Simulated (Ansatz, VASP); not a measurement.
**Ag: VASP beside Ansatz**

Wanted: the spread between two codes on one cell, functional and k mesh.

Calculated with Ansatz 0.2.0; plane waves, with VASP 6.6.1 beside it; single point at PBEsol.

### Step 1. Starting point

Symmetry: Fm-3m, No. 225, cubic system. The conventional cell has a = 4.053 Å, b = 4.053 Å, c = 4.053 Å, α = 90.00°, β = 90.00°, γ = 90.00°. Nearest to Ag lie 12 Ag at 2.87 Å.

### Step 2. VASP: single point, PBEsol

A single point gives forces, pressure and levels at one fixed geometry, so differences don't come from the geometry; what else differs is listed under the comparison.

Lines of VASP's logs that name or quote its potential files are left out, and so is its time.

Input file INCAR:

```
SYSTEM = Ag
PREC = Accurate
ENCUT = 450
EDIFF = 1E-08
NELM = 100
ISMEAR = -1
SIGMA = 0.075
LREAL = .FALSE.
ALGO = Normal
GGA = PS
NBANDS = 13
LASPH = .TRUE.
LORBIT = 11
LWAVE = .FALSE.
LCHARG = .FALSE.
KPAR = 2
ISIF = 2
```

Input file POSCAR:

```
Ag
1.0
    0.0000000000      2.0265043511      2.0265043511
    2.0265043511      0.0000000000      2.0265043511
    2.0265043511      2.0265043511      0.0000000000
Ag
1
Direct
    0.0000000000      0.0000000000      0.0000000000
```

Input file KPOINTS:

```
Automatic mesh
0
Gamma
32 32 32
0 0 0
```

Potentials, in the order of the species: Ag (PBE family, release 64).

Launch:

```bash
$ mpirun -np 2 vasp_std
```

Numbers of over 12 decimals in the logs are rounded to 6 here.

Log:

```text
[banner, memory and clock lines left out]
running    2 mpi-ranks, on    1 nodes
 distrk:  each k-point on    1 cores,    2 groups
 distr:  one band on    1 cores,    1 groups

 POSCAR found type information on POSCAR Ag
 POSCAR found :  1 types and       1 ions
|                                                                             |
|               ----> ADVICE to this user running VASP <----                  |
|                                                                             |
|     You enforced a specific xc type in the INCAR file but a different       |
|     [... a line on the potential file left out ...]
|     I HOPE YOU KNOW WHAT YOU ARE DOING!                                     |
|                                                                             |

 LDA part: xc-table for (Slater+PW92), standard interpolation
 POSCAR, INCAR and KPOINTS ok, starting setup
 FFT: planning ... GRIDC
 FFT: planning ... GRID_SOFT
 FFT: planning ... GRID
 WAVECAR not read
 entering main loop
       N       E                     dE             d eps       ncg     rms          rms(c)
DAV:   1     0.488249842825E+02    0.48825E+02   -0.49297E+03 23700   0.679E+02
DAV:   2    -0.285217571708E+01   -0.51677E+02   -0.48861E+02 28547   0.177E+02
DAV:   3    -0.366933867566E+01   -0.81716E+00   -0.81670E+00 27777   0.231E+01
DAV:   4    -0.367178882150E+01   -0.24501E-02   -0.24501E-02 27792   0.133E+00
DAV:   5    -0.367180655188E+01   -0.17730E-04   -0.17730E-04 27842   0.991E-02    0.591E+00
DAV:   6    -0.332675041699E+01    0.34506E+00   -0.13193E+00 28477   0.962E+00    0.350E+00
DAV:   7    -0.331584670525E+01    0.10904E-01   -0.11990E-02 27707   0.959E-01    0.199E+00
DAV:   8    -0.331158921232E+01    0.42575E-02   -0.76324E-04 27802   0.175E-01    0.118E-01
DAV:   9    -0.331159760203E+01   -0.83897E-05   -0.95905E-06 26797   0.210E-02    0.241E-02
DAV:  10    -0.331159899544E+01   -0.13934E-05   -0.23904E-06 27607   0.113E-02    0.457E-03
DAV:  11    -0.331159885490E+01    0.14053E-06   -0.83887E-08 27395   0.217E-03    0.631E-04
DAV:  12    -0.331159882990E+01    0.25003E-07   -0.15990E-09 16766   0.341E-04    0.581E-05
DAV:  13    -0.331159883135E+01   -0.14513E-08   -0.63912E-11 13496   0.757E-05
   1 F= -.33115988E+01 E0= -.33091383E+01  d E =-.492097E-02
```

OUTCAR, selected parts (step 2):

```text
ion  position               nearest neighbor table
   1  0.000  0.000  0.000-

  LATTYP: Found a face centered cubic cell.
 ALAT       =     4.0530087022

 Subroutine GETGRP returns: Found 48 space group operations
 (whereof 48 operations were pure point group operations)

The static configuration has the point symmetry O_h .

 Found    897 irreducible k-points:

   k-points           NKPTS =    897   k-points in BZ     NKDIM =    897   number of bands    NBANDS=     13

   dimension x,y,z NGX =    20 NGY =   20 NGZ =   20
   dimension x,y,z NGXF=    40 NGYF=   40 NGZF=   40

   ENCUT  =  450.0 eV  33.07 Ry    5.75 a.u.   4.96  4.96  4.96*2*pi/ulx,y,z

   NELECT =      11.0000    total number of electrons

 k-points in reciprocal lattice and weights: Automatic mesh
   0.00000000  0.00000000  0.00000000       0.000
   0.03125000  0.00000000  0.00000000       0.000
   0.06250000  0.00000000  0.00000000       0.000
   0.09375000  0.00000000  0.00000000       0.000
   0.12500000  0.00000000  0.00000000       0.000
   0.15625000  0.00000000  0.00000000       0.000
   0.18750000  0.00000000  0.00000000       0.000
   0.21875000  0.00000000  0.00000000       0.000
   0.25000000  0.00000000  0.00000000       0.000
[...]
-0.28125000  0.50000000  0.21875000       0.000
  -0.25000000  0.50000000  0.25000000       0.000

 average (electrostatic) potential at core
       1 -70.4653

 E-fermi :   8.6034

 k-point     1 :       0.0000    0.0000    0.0000
  band No.  band energies     occupation
    ...
      2       3.7096      2.00000
      3       3.7096      2.00000
      4       3.7096      2.00000
      5       4.8017      2.00000
      6       4.8017      2.00000
      7      24.6063      0.00000
      8      28.3217      0.00000
      9      28.3217      0.00000
     10      28.3217      0.00000
     11      33.2029      0.00000
    ...

 k-point     2 :       0.0312    0.0000    0.0000
  band No.  band energies     occupation
    ...
      2       3.7017      2.00000
      3       3.7187      2.00000
      4       3.7187      2.00000
      5       4.7980      2.00000
      6       4.7980      2.00000
      7      24.6192      0.00000
      8      28.0231      0.00000
      9      28.3376      0.00000
     10      28.3376      0.00000
     11      33.3683      0.00000
    ...

 k-point     3 :       0.0625    0.0000    0.0000
  band No.  band energies     occupation
    ...
      2       3.6793      2.00000
      3       3.7450      2.00000
      4       3.7450      2.00000
      5       4.7878      2.00000
      6       4.7878      2.00000
      7      24.6408      0.00000
      8      27.2992      0.00000
      9      28.3830      0.00000
     10      28.3830      0.00000
     11      33.3041      0.00000
    ...

  Total       -0.0080434     -0.0080434     -0.0080434     -0.0000000      0.0000000      0.0000000
  in kB       -0.7742448     -0.7742448     -0.7742448     -0.0000000      0.0000000      0.0000000
  external PRESSURE =      -0.7742448 kB  Pullay stress =       0.0000000 kB

  energy-cutoff  :      450.00
  volume of cell :       16.64
      direct lattice vectors                 reciprocal lattice vectors
     0.000000000  2.026504351  2.026504351    -0.246730287  0.246730287  0.246730287
     2.026504351  0.000000000  2.026504351     0.246730287 -0.246730287  0.246730287
     2.026504351  2.026504351  0.000000000     0.246730287  0.246730287 -0.246730287

 POSITION                                       TOTAL-FORCE (eV/Angst)
 -----------------------------------------------------------------------------------
      0.00000      0.00000      0.00000         0.000000     -0.000000     -0.000000
 -----------------------------------------------------------------------------------
    total drift:                               -0.000000     -0.000000     -0.000000

  FREE ENERGIE OF THE ION-ELECTRON SYSTEM (eV)
  ---------------------------------------------------
  free  energy   TOTEN  =        -3.3115988314 eV

  energy  without entropy=       -3.3066778614  energy(sigma->0) =       -3.30913835

 total charge
# of ion       s       p       d       tot
------------------------------------------
    1        0.425   0.319   9.146   9.889

[... 3 further parts left out ...]
```

The run ends at a pressure of -0.08 GPa.

### Step 3. Ansatz: single point, PBEsol

Ansatz runs on its default PAW (the set named soft_2) files.

The same cell, functional, mesh and smearing now go to Ansatz, which takes its cutoff from its data sets.

Input file input.yaml:

```yaml
crystal:
  lattice:
    - [0.0, 2.0265043511, 2.0265043511]
    - [2.0265043511, 0.0, 2.0265043511]
    - [2.0265043511, 2.0265043511, 0.0]
  atoms:
    - { symbol: Ag, position: [0.0, 0.0, 0.0] }
hamiltonian:
  xc: pbesol
  pseudopotentials: { kind: paw }
kpoints:
  mp_grid: { grid: [32, 32, 32] }
scf:
  occupations: { method: fermi_dirac, width: 0.075 }
  n_extra_bands: 4
output:
  forces: true
  stress: true
  eigenvalues: true
  write_density: true
  write_potential: true
  elf: true
  volumetric_format: npy
```

Launch:

```bash
$ ansatz run input.yaml --threads 2 --pin off --max-ram 4608MiB --backend cpu --events-out ev --progress --plain --runs-dir out
```

Log:

```text
scf.n_extra_bands = 4 over 10 filled bands (N_el = 19.0): the run solves 14 bands
Engine: ansatz 0.2.0, aarch64-unknown-linux-gnu
Pseudopotentials: kind: paw
Pseudopotential: Ag, paw, valence charge 19, recommended cutoff 420 eV (normal), Ag.paw.azcp
Functional definition: PBEsol
  exchange = pbesol_x
  correlation = pbesol_c
Crystal: 1 atoms, lattice volume = 16.645 Å³
Basis set: ecut = 420 eV, 331 PW (Γ), exchange–correlation on 40×40×40 points (8 copies of the dense FFT grid, shifted against one another)
Bands: 14, of which v1, the nominal top of the filled ones, is band 10 counted from 1 (9 counted from 0)
Symmetry: 48 space group operations
Space group: Fm-3m (ITA 225), of the structure as read, at distance tolerance 2.6e-5 Å
k-points: 897 of 32768
Non-local potential: Ag, projectors of the file, l = 0: 3, l = 1: 2, l = 2: 2, l = 3: 1
PAW form: soft (Blöchl's): semilocal exchange-correlation on the pseudo side does not see the compensation charge
PAW frozen core: Ag, regenerated for the run's functional, and the local potential with it (the file was generated under x = pbe(κ = 0.804, μ = 0.219515), c = pbe(β = 0.066725))
PAW one-centre angular grid: Ag, 590 points (default); XC on 64 Gauss nodes
Initial density: superposition of atomic densities (neutral atoms: chi_scale 0, normalization atom), corrected by the library's trained network
Initial wavefunctions: pseudopotential atomic-orbital guess
Functional: x = pbesol(κ = 0.804, μ = 0.123457), c = pbesol(β = 0.046)
SCF iter   1: F=—  HF=-7522.255089 eV  |F-HF|=—  |Δ(HF+E_count)|=         —  Δρ=1.02e-2  dr2=1.59e-2  ethr=1.77e-3  ⟨swp⟩=4.6  Hψ=63095  notcnv=0
preconditioner: auto → none  [metal: Δε(μ)=0.031 eV  Ē_g=16.342 eV  σ=0.075 eV  W_gap=0.10  n_scr=8 (ndim 8)  ℏωp=30.2 eV  f_vac=0.000  D(μ)=0.26/eV (n_scr^D=0)  sad-step TF]
SCF iter   2: F=—  HF=-7522.250597 eV  |F-HF|=—  |Δ(HF+E_count)|=   4.49e-3  Δρ=2.85e-3  dr2=1.30e-3  ethr=8.35e-5  ⟨swp⟩=2.0  Hψ=21989  notcnv=0  defer=10
SCF iter   3: F=—  HF=-7522.250219 eV  |F-HF|=—  |Δ(HF+E_count)|=   3.77e-4  Δρ=8.87e-4  dr2=4.14e-5  ethr=6.84e-6  ⟨swp⟩=2.2  Hψ=16718  notcnv=0  defer=10
SCF iter   4: F=—  HF=-7522.250216 eV  |F-HF|=—  |Δ(HF+E_count)|=   3.21e-6  Δρ=1.20e-4  dr2=8.30e-7  ethr=2.18e-7  ⟨swp⟩=2.0  Hψ=20629  notcnv=0  defer=10
iter 5 did not close the SCF: its close was put off for the readings that it lacked (scf_convergence_deferred on its scf_iter line)
SCF iter   5: F=-7522.250217 eV  HF=-7522.250217 eV  |F-HF|=9.77e-9  |Δ(HF+E_count)|=   3.55e-7  Δρ=1.22e-5  dr2=1.56e-8  ethr=4.37e-9  ⟨swp⟩=2.0  Hψ=20714  notcnv=0  defer=10
SCF iter   6: F=-7522.250217 eV  HF=-7522.250217 eV  |F-HF|=3.27e-11  |Δ(HF+E_count)|=   2.02e-9  Δρ=5.85e-7  dr2=4.35e-11  ethr=8.19e-11  ⟨swp⟩=4.7  Hψ=61685  notcnv=0
SCF 1 converged in 6 iterations: F = -7522.250217 eV  dr2 = 4.35e-11
  greatest PAW one-centre occupation: 1.001 electrons in one spin orbital (limit 2), on the Ag atom at site 0 (counted from 0), in its partial waves of l = 0
SCF converged after 6 iterations
Free energy (F): -7522.250217 eV
Harris-Foulkes:  -7522.250217 eV  (|F-HF|=3.27e-11)
Internal energy: -7522.245309 eV  (E = F + TS)
E sigma→0 (E₀):  -7522.247763 eV
Entropy (-TS):   -0.004907 eV (-4.907 meV/atom)
Fermi energy:    17.759898 eV
--- Per-component energies (eV) ---
  E_band       = -227.514970
  E_kinetic    = 527.468569
  E_local      = -2156.113296  (includes V_loc(G=0)·N_el)
  E_nonlocal   = 82.407860
  E_hartree    = 982.141438
  E_xc         = -183.858464
  E_vxc        = -234.605300  (∫ρ·V_xc dr)
  E_paw        = -3834.408550  (= ΣΔE_a)
  E_vpaw       = -410.956388  (= ΣTr[D̂ρ^β])
  E_aug_tail   = 0.000298  (compensation charges beyond the density's cutoff)
  E_ewald      = -2940.205903
  E_core_change = 0.322739  (= ΣΔE_core)
  E_smearing   = -0.004907  (= −TS)
  E_closure    = 0.000000  (closes the sum)
  Σ components = -7522.250217   (vs F -7522.250217, Δ=0.00e0)
--- Forces (eV/Å), atoms counted from 1 ---
  atom   1  Ag    -0.00000000     0.00000000     0.00000000
  max |Σ_I F_I| component: 1.11e-31 eV/Å
--- Stress (GPa, compression-positive) ---
        0.055071      -0.000000       0.000000
       -0.000000       0.055071       0.000000
       -0.000000       0.000000       0.055071
  P = ⅓ Tr σ = 0.0551 GPa (0.551 kbar)
--- Band table (eV; the first three rows and the last of 897) ---
  k-point 0: bands = [... 6 lower, 12.8814, 12.8814, 13.9788, 13.9788, 33.5992, 37.3189, 37.3189, 37.3189]
  k-point 1: bands = [... 6 lower, 12.8906, 12.8906, 13.9750, 13.9750, 33.6127, 37.0332, 37.3362, 37.3362]
  k-point 2: bands = [... 6 lower, 12.9170, 12.9170, 13.9648, 13.9648, 33.6373, 36.3329, 37.3860, 37.3860]
  k-point 896: bands = [... 6 lower, 12.5780, 13.9777, 15.0358, 23.7338, 23.7338, 24.8249, 26.0281, 40.4191]
```

Elapsed: 6.8 s, on 2 threads of Arm Neoverse V1, shared host; peak memory 0.46 GiB.

In the SCF lines HF is the Harris–Foulkes energy and dr2 the Hartree energy of the density residual, in eV; the loop may stop once dr2 is under the threshold and the program's other checks hold. Hψ counts applications of the Hamiltonian.

The run ends at a pressure of 0.06 GPa.

### Step 4. Comparison

Known differences besides the potentials themselves: the data sets hold 19 valence electrons in Ansatz (default PAW (the set named soft_2) files) and 11 in VASP; the cutoff is 420 eV in Ansatz and 450 eV in VASP; Ansatz makes its cores anew for this functional, VASP keeps those of its PBE data sets. Total energies have different zeros and are not compared.

Both answers:

```csv
quantity,Ansatz,VASP,difference
pressure (GPa),0.06,-0.08,+0.13
```

Ansatz's pressure holds a Pulay correction of 0.04 GPa; VASP's holds none.

### Step 5. Other set-ups

Further runs change the set-up of one program: Ansatz's method, potentials or start, or VASP's data sets, cutoff or form of LDA. The table gives Ansatz less VASP for each quantity, since a change that brings one quantity closer may part another.

```csv
run,pressure (GPa)
as above,0.13
Ansatz's all-electron LAPW method,0.10
```

### Step 6. Summary of results

```json
{
 "difference in pressure (single point, PBEsol)": "0.13 GPa"
}
```

The difference in pressure is 0.13 GPa (single point, PBEsol), within the 1 GPa picked in this series as the mark of a large difference. For single point, PBEsol, no further run moves any of the tabulated differences by more than a quarter of its size. How closely two codes agree says nothing of how well the functional describes the real material.

[Lines on the potential files, build, host, timing and source positions are cut from VASP's logs without a mark.]

[Logs are printed without paths, hosts, clocks, repeated set-up lines and the standing remarks that a program may print on its own settings, such as how far it seeks lower states.]

[Hosts, paths, dates, database ids (printed as entryN), source tags and the programs' standing remarks are cut or masked in the printed files.]
